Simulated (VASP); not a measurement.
The system is MgZn3.

```
Mg Zn
1.0
     2.97721    0.00000    0.00000
    -1.48860    2.57834    0.00000
     0.00000    0.00000    8.77860
Mg Zn
1 3
Cartesian
  1.4886 0.8594 4.3893
  1.4886 0.8594 0.0000
  0.0000 0.0000 6.6703
  0.0000 0.0000 2.1083
```

The cell comes from a database or a generator and needn't be the stable form of this composition.

```yaml
Program: VASP 6.6.1
Task: relaxation of cell and atoms
Functional: PBEsol
Potentials_or_basis: VASP PAW PBE potentials, release 64 (Mg, Zn)
Cutoff: 600 eV
k_mesh: 8 × 8 × 3
Occupations: fermi-dirac, width 0.05 eV
Spin: no spin polarisation
```

At the start: pressure -3.5 GPa; volume 16.85 Å³/atom.

Question: How do energy, volume and symmetry change on relaxing?

Answer: Over 13 steps the energy falls by 14.5 meV/atom and the volume is 15.86 Å³/atom (-5.8 %); space group P-6m2 (No. 187, to 0.05 Å).

The path:
```tsv
step	energy change (eV)	largest force (eV/Å)	pressure (GPa)	volume (Å³)
1	0.0000	0.1152	-3.48	67.39
2	-0.0480	0.0675	-0.46	63.88
3	-0.0491	0.0602	-0.17	63.43
4	-0.0471	0.0429	0.91	62.54
5	-0.0491	0.0572	0.15	63.22
6	-0.0491	0.0601	0.22	63.30
7	-0.0517	0.0326	0.11	63.23
8	-0.0546	0.0101	0.26	63.12
9	-0.0558	0.0447	0.40	62.89
10	-0.0574	0.0098	0.36	63.02
11	-0.0576	0.0270	0.37	62.96
12	-0.0577	0.0188	0.30	62.98
13	-0.0581	0.0041	-0.01	63.45
```

Final structure:
```
Mg Zn
1.0
     2.88305    0.00000    0.00000
    -1.44152    2.49679    0.00000
     0.00000    0.00000    8.81438
Mg Zn
1 3
Cartesian
  1.4415 0.8323 4.4072
  1.4415 0.8323 0.0000
  -1.4415 2.4968 6.7174
  0.0000 0.0000 2.0969
```

Caveat: the PAW data sets were made with another functional, which shifts forces and pressure a little.
